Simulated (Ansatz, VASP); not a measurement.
SnTeS: VASP beside Ansatz

```xyz
3
Lattice="3.8960 0.0000 0.0000 -1.9480 3.3740 0.0000 0.0000 0.0000 30.3476" Properties=species:S:1:pos:R:3 pbc="T T T"
Sn    0.0000    0.0000    8.7769
Te    0.0000    2.2493   10.6694
S     1.9480    1.1247    7.3557
```

Alike in both runs: functional PBE; k mesh 12 × 12 × 1; occupations gaussian, width 0.1 eV; no spin polarisation.

Ansatz relaxed the structure, and its values are those at the end. VASP's run is a single point on that final structure, the one shown.

|  | VASP | Ansatz |
| --- | --- | --- |
| version | VASP 6.6.1 | Ansatz 0.2.0 |
| potentials or method | VASP PAW PBE potentials, release 64 (Sn_d, Te, S) | scalar-relativistic, plane waves, PAW |
| plane-wave cutoff (eV) | 520 | 420 |
| valence electrons in the cell | 26 | 36 |

|  | VASP | Ansatz | Ansatz less VASP |
| --- | --- | --- | --- |
| gap on the k mesh at the Fermi level (eV) | none | none | - |
| rms of the force components (eV/Å) | 0.004 | 0.000 | -0.0031 |

A gap of «none» marks a metal or a gap that the smearing closes. The two sets of potentials don't hold the same shells in valence. Ansatz warned: «xc_potential_rough_in_thin_density».

Spin-orbit coupling is left out, which matters for the levels of Te.
